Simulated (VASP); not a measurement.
# AgCl: cell size against the level of theory, part 2 of 3

Aim: relax AgCl with several functionals and dispersion schemes, and compare the cells. LASPH is on for some levels and off for others; the table marks which. The start is a computed cell from the Materials Project.

VASP 6.6.1, plane waves and PAW; the level of theory is named at each step.

So far. Step 2 (Relaxation with LDA): It ends with forces that vanish by symmetry and a pressure of 0.03 GPa. The conventional cell has a = 5.358 Å. Step 3 (Relaxation with PBE): It ends at 22.03 Å³/atom, +3.3 % from the start, with 0.00 GPa left. The conventional cell has a = 5.606 Å.

### 4. Relaxation with r2SCAN

This step: r2SCAN; plane waves and PAW (Ag, Cl) (VASP 6.6.1).

r2SCAN adds the kinetic-energy density, costs more than a GGA and is run with LASPH.

Input file INCAR:

```
SYSTEM = AgCl
PREC = Accurate
ENCUT = 520
EDIFF = 1E-06
NELM = 100
ISMEAR = -1
SIGMA = 0.05
LREAL = .FALSE.
ALGO = Normal
METAGGA = R2SCAN
LASPH = .TRUE.
NBANDS = 15
LORBIT = 11
LWAVE = .FALSE.
LCHARG = .FALSE.
KPAR = 2
IBRION = 2
NSW = 60
ISIF = 3
EDIFFG = -0.01
```

Input file POSCAR:

```
AgCl
1.0
    0.0000000000      2.7726629968      2.7726629968
    2.7726629968      0.0000000000      2.7726629968
    2.7726629968      2.7726629968      0.0000000000
Ag Cl
1 1
Direct
    0.0000000000      0.0000000000      0.0000000000
    0.5000000000      0.5000000000      0.5000000000
```

Input file KPOINTS:

```
Automatic mesh
0
Gamma
7 7 7
0 0 0
```

PAW data sets: Ag and Cl (PBE family, release 64).

On the command line:

```bash
> mpirun -np 2 vasp_std
```

Numbers of over 12 decimals in the logs are rounded to 6 here.

Output:

```text
[banner, memory and clock lines left out]
running    2 mpi-ranks, on    1 nodes
[...]
[... a notice as in an earlier step ...]

 LDA part: xc-table for (None), standard interpolation
 POSCAR, INCAR and KPOINTS ok, starting setup
[...]
entering main loop
       N       E                     dE             d eps       ncg     rms          rms(c)
DAV:   1     0.829699104934E+02    0.82970E+02   -0.88742E+03   600   0.111E+03
DAV:   2    -0.295062611828E+02   -0.11248E+03   -0.10208E+03   733   0.237E+02
DAV:   3    -0.336830573582E+02   -0.41768E+01   -0.41668E+01   733   0.502E+01
DAV:   4    -0.337129973742E+02   -0.29940E-01   -0.29938E-01   747   0.455E+00
[...]
DAV:  12    -0.286431180521E+02    0.77233E-05   -0.31214E-05   796   0.701E-02    0.185E-02
DAV:  13    -0.286431186123E+02   -0.56014E-06   -0.12088E-05   719   0.363E-02    0.246E-03
DAV:  14    -0.286431186411E+02   -0.28851E-07   -0.20407E-07   405   0.472E-03
   1 F= -.28643119E+02 E0= -.28643119E+02  d E =-.286431E+02
[...]
N       E                     dE             d eps       ncg     rms          rms(c)
DAV:   1    -0.286437499894E+02   -0.63138E-03   -0.11067E-02   614   0.107E+00    0.178E-01
DAV:   2    -0.286431699415E+02    0.58005E-03   -0.13735E-03   628   0.427E-01    0.536E-02
DAV:   3    -0.286431378054E+02    0.32136E-04   -0.11184E-04   712   0.917E-02    0.407E-02
DAV:   4    -0.286431382150E+02   -0.40960E-06   -0.58382E-06   761   0.256E-02
   2 F= -.28643138E+02 E0= -.28643138E+02  d E =-.195739E-04
 trial-energy change:   -0.000020  1 .order   -0.000026   -0.000051   -0.000001
 step:   1.0275(harm=  1.0275)  dis= 0.00000  next Energy=   -28.643145 (dE=-0.262E-04)
 reached required accuracy - stopping structural energy minimisation
```

Wall time 54 s (2 MPI ranks of AMD EPYC 7R43, shared host); peak memory 0.3 GiB.

From OUTCAR (step 4):

```text
  Total       -0.0007105     -0.0007105     -0.0007105      0.0000000      0.0000000     -0.0000000
  in kB       -0.0267543     -0.0267543     -0.0267543      0.0000000      0.0000000     -0.0000000
  external PRESSURE =      -0.0267543 kB  Pullay stress =       0.0000000 kB

 POSITION                                       TOTAL-FORCE (eV/Angst)
 -----------------------------------------------------------------------------------
      0.00000      2.77089      2.77089        -0.000000      0.000000     -0.000000
      2.77089      2.77089      2.77089         0.000000     -0.000000      0.000000
 -----------------------------------------------------------------------------------
    total drift:                                0.000000      0.000000      0.000000

  FREE ENERGIE OF THE ION-ELECTRON SYSTEM (eV)
  ---------------------------------------------------
  free  energy   TOTEN  =       -28.6431382150 eV

  energy  without entropy=      -28.6431381969  energy(sigma->0) =      -28.64313821

[... 2 parts as in an earlier step ...]

[... 2 further parts left out ...]
[key lines of the parts left out:]
E-fermi :   4.3323
```

The PAW data sets were made with PBE, which is usual practice but a small mismatch for other functionals.

Little changed from the start: no atom moved by 0.005 Å and no cell edge by 0.1 %.

It ends at 21.27 Å³/atom, -0.2 % from the start, with 0.00 GPa left. The conventional cell has a = 5.542 Å.

### 5. Relaxation with PBE + D3(BJ)

This step: PBE with D3(BJ); plane waves and PAW (Ag, Cl) (VASP 6.6.1).

A dispersion term adds the long-range attraction that semilocal functionals lack. D3 with Becke-Johnson damping keeps a finite attraction at short range.

INCAR, as its differences from that of step 4:

```diff
@@ -9,4 +9,4 @@
 ALGO = Normal
-METAGGA = R2SCAN
-LASPH = .TRUE.
+GGA = PE
+IVDW = 12
 NBANDS = 15
```

POSCAR is that of step 4.

KPOINTS is that of step 4.

On the command line:

```bash
> mpirun -np 2 vasp_std
```

Output:

```text
[... set-up lines as in an earlier step ...]
 entering main loop
       N       E                     dE             d eps       ncg     rms          rms(c)
[... 12 cycles as in an earlier step ...]
   1 F= -.60572193E+01 E0= -.60572182E+01  d E =-.605722E+01
[...]
N       E                     dE             d eps       ncg     rms          rms(c)
DAV:   1    -0.545568642578E+01   -0.61652E-01   -0.12243E+00   600   0.111E+01    0.184E+00
DAV:   2    -0.538800829286E+01    0.67678E-01   -0.17026E-01   600   0.456E+00    0.544E-01
DAV:   3    -0.538364376739E+01    0.43645E-02   -0.11798E-02   719   0.804E-01    0.377E-01
DAV:   4    -0.538338562336E+01    0.25814E-03   -0.41950E-04   726   0.161E-01    0.145E-01
DAV:   5    -0.538337798798E+01    0.76354E-05   -0.53761E-05   685   0.104E-01    0.209E-02
DAV:   6    -0.538338150809E+01   -0.35201E-05   -0.18218E-05   726   0.440E-02    0.877E-03
DAV:   7    -0.538338064029E+01    0.86780E-06   -0.11436E-06   391   0.855E-03
   2 F= -.60602272E+01 E0= -.60602261E+01  d E =-.300791E-02
 trial-energy change:   -0.003008  1 .order   -0.002948   -0.005509   -0.000386
 step:   1.0701(harm=  1.0754)  dis= 0.00000  next Energy=    -6.060241 (dE=-0.302E-02)
 reached required accuracy - stopping structural energy minimisation
```

Run time: 11 s. Hardware: 2 MPI ranks; peak memory 0.3 GiB; 21 s of CPU time.

From OUTCAR (step 5):

```text
 Edisp (eV)   -0.66318

 Edisp (eV)   -0.67685

  Total      -0.01935    -0.01935    -0.01935     0.00000     0.00000    -0.00000
  in kB      -0.74186    -0.74186    -0.74186     0.00000     0.00000    -0.00000
  external pressure =       -0.74 kB  Pullay stress =        0.00 kB

 POSITION                                       TOTAL-FORCE (eV/Angst)
 -----------------------------------------------------------------------------------
      2.75421     -0.00000      2.75421         0.000000      0.000000      0.000000
      2.75421      2.75421      2.75421        -0.000000     -0.000000     -0.000000
 -----------------------------------------------------------------------------------
    total drift:                                0.000000      0.000000      0.000000

  FREE ENERGIE OF THE ION-ELECTRON SYSTEM (eV)
  ---------------------------------------------------
  free  energy   TOTEN  =        -6.0602271917 eV

  energy  without entropy=       -6.0602250610  energy(sigma->0) =       -6.06022613

[... 2 parts as in an earlier step ...]

[... 2 further parts left out ...]
[key lines of the parts left out:]
E-fermi :   4.5852
```

The steps of the relaxation:

| step | energy less that of the first step (eV) | largest force (eV/Å) | pressure (GPa) | volume (Å³) |
| --- | --- | --- | --- | --- |
| 1 | 0.0000 | 0.0000 | -1.04 | 42.63 |
| 2 | -0.0030 | 0.0000 | -0.07 | 41.79 |

| conventional cell, symmetrised | before | after | change |
| --- | --- | --- | --- |
| a (Å) | 5.545 | 5.508 | -0.7 % |
| b (Å) | 5.545 | 5.508 | -0.7 % |
| c (Å) | 5.545 | 5.508 | -0.7 % |
| volume (Å³/atom) | 21.32 | 20.89 | -2.0 % |

Final coordinates:

```cif
data_structure
_symmetry_space_group_name_H-M 'P 1'
_symmetry_Int_Tables_number 1
_cell_length_a 3.8950
_cell_length_b 3.8950
_cell_length_c 3.8950
_cell_angle_alpha 60.000
_cell_angle_beta 60.000
_cell_angle_gamma 60.000
_cell_volume 41.79
loop_
_atom_site_label
_atom_site_type_symbol
_atom_site_fract_x
_atom_site_fract_y
_atom_site_fract_z
_atom_site_occupancy
Ag1 Ag 0.00000 0.00000 0.00000 1
Cl2 Cl 0.50000 0.50000 0.50000 1
```

It ends at 20.89 Å³/atom, -2.0 % from the start, with -0.07 GPa left. The conventional cell has a = 5.508 Å. Against plain PBE, the dispersion term moves a by -1.7 %.

### 6. Relaxation with r2SCAN + rVV10

This step: r2SCAN with rVV10; plane waves and PAW (Ag, Cl) (VASP 6.6.1).

LUSE_VDW switches on a nonlocal correlation term for dispersion.

INCAR, as its differences from that of step 5:

```diff
@@ -9,4 +9,8 @@
 ALGO = Normal
-GGA = PE
-IVDW = 12
+METAGGA = R2SCAN
+LUSE_VDW = .TRUE.
+IVDW_NL = 2
+BPARAM = 11.95
+CPARAM = 0.0093
+LASPH = .TRUE.
 NBANDS = 15
```

POSCAR is that of step 5.

KPOINTS is that of step 5.

On the command line:

```bash
> mpirun -np 2 vasp_std
```

Output:

```text
[banner, memory and clock lines left out]
running    2 mpi-ranks, on    1 nodes
[...]
|                                                                             |
|               ----> ADVICE to this user running VASP <----                  |
|                                                                             |
|     You have switched on vdW-DFT.                                           |
|     This routine was written and supplied by Jiri Klimes. We recommend      |
|     that you carefully read and cite the following publications:            |
|       J. Klimes, D.R. Bowler, A. Michelides                                 |
|          J. Phys.: Cond Matt. 22 022201 (2010)                              |
|       J. Klimes, D.R. Bowler, A. Michelides                                 |
|          Phys. Rev. B. 83, 195131 (2011)                                    |
|     and references therein.                                                 |
|                                                                             |

[...]
Total rVV10 correction in eV:      0.5433969    21.5737328
Total rVV10 correction in eV:      0.5433969    21.5737328
DAV:   4    -0.280947384474E+02    0.40085E-03   -0.88527E-04   747   0.289E-01    0.120E-01
Total rVV10 correction in eV:      0.5436252    21.5737328
Total rVV10 correction in eV:      0.5436252    21.5737328
DAV:   5    -0.280947384984E+02   -0.50910E-07   -0.95500E-05   677   0.149E-01    0.468E-02
Total rVV10 correction in eV:      0.5437379    21.5737328
Total rVV10 correction in eV:      0.5437379    21.5737328
DAV:   6    -0.280947446528E+02   -0.61545E-05   -0.28531E-05   733   0.481E-02    0.985E-03
Total rVV10 correction in eV:      0.5437348    21.5737328
Total rVV10 correction in eV:      0.5437348    21.5737328
DAV:   7    -0.280947441889E+02    0.46388E-06   -0.33514E-07   461   0.574E-03
Total rVV10 correction in eV:      0.5437537    21.5737328
Total rVV10 correction in eV:      0.5437537    21.5737328
Total rVV10 correction in eV:      0.5437565    21.5737328
Total rVV10 correction in eV:      0.5437565    21.5737328
   2 F= -.28094744E+02 E0= -.28094744E+02  d E =-.415052E-02
 trial-energy change:   -0.004151  1 .order   -0.004124   -0.008484    0.000237
 step:   0.9733(harm=  0.9729)  dis= 0.00000  next Energy=   -28.094747 (dE=-0.415E-02)
 reached required accuracy - stopping structural energy minimisation
```

The job ended after 98 s (2 MPI ranks; peak memory 0.51 GiB).

From OUTCAR (step 6):

```text
  Total        0.0095514      0.0095514      0.0095514      0.0000000     -0.0000000     -0.0000000
  in kB        0.3680103      0.3680103      0.3680103      0.0000000     -0.0000000     -0.0000000
  external PRESSURE =       0.3680103 kB  Pullay stress =       0.0000000 kB

 POSITION                                       TOTAL-FORCE (eV/Angst)
 -----------------------------------------------------------------------------------
      5.49952      5.49952      5.49952         0.000000     -0.000000      0.000000
      2.74976      2.74976      2.74976        -0.000000      0.000000     -0.000000
 -----------------------------------------------------------------------------------
    total drift:                                0.000000      0.000000      0.000000

  FREE ENERGIE OF THE ION-ELECTRON SYSTEM (eV)
  ---------------------------------------------------
  free  energy   TOTEN  =       -28.0947441889 eV

  energy  without entropy=      -28.0947441595  energy(sigma->0) =      -28.09474417

[... 2 parts as in an earlier step ...]

[... 2 further parts left out ...]
[key lines of the parts left out:]
E-fermi :   4.5948
```

It ends at 20.79 Å³/atom, -2.5 % from the start, with 0.04 GPa left. The conventional cell has a = 5.500 Å. Against plain r2SCAN, the dispersion term moves a by -0.8 %.

### 7. Relaxation with PBE + TS

This step: PBE with TS; plane waves and PAW (Ag, Cl) (VASP 6.6.1).

The Tkatchenko-Scheffler scheme scales free-atom polarisabilities by Hirshfeld volumes.

INCAR, as its differences from that of step 6:

```diff
@@ -9,8 +9,4 @@
 ALGO = Normal
-METAGGA = R2SCAN
-LUSE_VDW = .TRUE.
-IVDW_NL = 2
-BPARAM = 11.95
-CPARAM = 0.0093
-LASPH = .TRUE.
+GGA = PE
+IVDW = 20
 NBANDS = 15
```

POSCAR is that of step 6.

KPOINTS is that of step 6.

On the command line:

```bash
> mpirun -np 2 vasp_std
```

Output:

```text
[... set-up lines as in an earlier step ...]
 entering main loop
       N       E                     dE             d eps       ncg     rms          rms(c)
[... 12 cycles as in an earlier step ...]
 augmentation electrons   18.038031
 total        electrons   18.038031
 augmentation electrons   235.448508026485
 total        electrons   235.448508026485
 augmentation electrons   4.509844
 soft         electrons   13.528187
 total        electrons   18.038032
 translations:           2           2           2
   1 F= -.58968829E+01 E0= -.58968819E+01  d E =-.589688E+01
[...]
reached required accuracy - stopping structural energy minimisation
```

Run time: 14 s. Hardware: 2 MPI ranks; peak memory 0.28 GiB; 28 s of CPU time.

Parts of OUTCAR (step 7):

```text
  Edisp (eV):   -0.50285

  Total       0.01561     0.01561     0.01561    -0.00000    -0.00000    -0.00000
  in kB       0.58650     0.58650     0.58650    -0.00000    -0.00000    -0.00000
  external pressure =        0.59 kB  Pullay stress =        0.00 kB

 POSITION                                       TOTAL-FORCE (eV/Angst)
 -----------------------------------------------------------------------------------
      0.00000      0.00000      0.00000         0.000000      0.000000      0.000000
      2.77266      2.77266      2.77266         0.000000     -0.000000     -0.000000
 -----------------------------------------------------------------------------------
    total drift:                               -0.000000      0.000000      0.000000

  FREE ENERGIE OF THE ION-ELECTRON SYSTEM (eV)
  ---------------------------------------------------
  free  energy   TOTEN  =        -5.8968829480 eV

  energy  without entropy=       -5.8968808094  energy(sigma->0) =       -5.89688188

[... 2 parts as in an earlier step ...]

[... 2 further parts left out ...]
[key lines of the parts left out:]
E-fermi :   4.3322
```

It ends at 21.32 Å³/atom, under 0.05 % from the start, with 0.06 GPa left. The conventional cell has a = 5.545 Å. Against plain PBE, the dispersion term moves a by -1.1 %.

### 8. Relaxation with vdW-DF-cx

This step: vdW-DF-cx; plane waves and PAW (Ag, Cl) (VASP 6.6.1).

vdW-DF-cx takes its exchange from the same plasmon model as its correlation.

INCAR, as its differences from that of step 7:

```diff
@@ -9,4 +9,6 @@
 ALGO = Normal
-GGA = PE
-IVDW = 20
+GGA = CX
+AGGAC = 0
+LUSE_VDW = .TRUE.
+LASPH = .TRUE.
 NBANDS = 15
```

POSCAR is that of step 7.

KPOINTS is that of step 7.

On the command line:

```bash
> mpirun -np 2 vasp_std
```

Output:

```text
[banner, memory and clock lines left out]
running    2 mpi-ranks, on    1 nodes
[...]
[... a notice as in an earlier step ...]

 [... a notice as in an earlier step ...]

 LDA part: xc-table for (Slater+PW92), standard interpolation
 POSCAR, INCAR and KPOINTS ok, starting setup
[...]
entering main loop
       N       E                     dE             d eps       ncg     rms          rms(c)
DAV:   1     0.111495057891E+03    0.11150E+03   -0.87817E+03   608   0.109E+03
DAV:   2     0.312643881258E+01   -0.10837E+03   -0.99068E+02   719   0.232E+02
DAV:   3    -0.913545634879E+00   -0.40400E+01   -0.40290E+01   754   0.487E+01
DAV:   4    -0.942154401122E+00   -0.28609E-01   -0.28607E-01   747   0.442E+00
[...]
DAV:  10    -0.777564978518E+00   -0.63074E-04   -0.97647E-05   705   0.904E-02    0.219E-02
DAV:  11    -0.777568589744E+00   -0.36112E-05   -0.38523E-06   754   0.154E-02    0.206E-03
DAV:  12    -0.777568667908E+00   -0.78164E-07   -0.21200E-07   531   0.465E-03
[...]
DAV:   3    -0.789478872467E+00    0.15091E-01   -0.38557E-02   698   0.138E+00    0.669E-01
DAV:   4    -0.788473476509E+00    0.10054E-02   -0.15508E-03   747   0.277E-01    0.296E-01
DAV:   5    -0.788367480347E+00    0.10600E-03   -0.18488E-04   663   0.165E-01    0.440E-02
DAV:   6    -0.788377964161E+00   -0.10484E-04   -0.48799E-05   761   0.713E-02    0.149E-02
DAV:   7    -0.788377106511E+00    0.85765E-06   -0.30843E-06   677   0.133E-02
   2 F= -.78837711E+00 E0= -.78837480E+00  d E =-.108084E-01
 trial-energy change:   -0.010808  1 .order   -0.010407   -0.020036   -0.000777
 step:   1.0357(harm=  1.0403)  dis= 0.00000  next Energy=    -0.788391 (dE=-0.108E-01)
[...]
N       E                     dE             d eps       ncg     rms          rms(c)
DAV:   1    -0.788740446077E+00   -0.36248E-03   -0.58226E-03   614   0.768E-01    0.126E-01
DAV:   2    -0.788422034251E+00    0.31841E-03   -0.77801E-04   628   0.318E-01    0.395E-02
DAV:   3    -0.788401406833E+00    0.20627E-04   -0.57500E-05   719   0.578E-02    0.270E-02
DAV:   4    -0.788401299955E+00    0.10688E-06   -0.21150E-06   732   0.122E-02
   3 F= -.78840130E+00 E0= -.78839899E+00  d E =-.108326E-01
[...]
reached required accuracy - stopping structural energy minimisation
```

It took 75 s on 2 MPI ranks; peak memory 0.65 GiB; 2.4 min of CPU time.

(Continued in part 3 of 3.)

[Lines on the potential files, build, host, timing and source positions are cut from VASP's logs without a mark.]

[Logs are printed without paths, hosts, clocks, repeated set-up lines and the standing remarks that a program may print on its own settings, such as how far it seeks lower states.]

[Hosts, paths, dates, database ids (printed as entryN), source tags and the programs' standing remarks are cut or masked in the printed files.]

[A measured line is paired with the nearest computed mode of its activity, which favours agreement.]
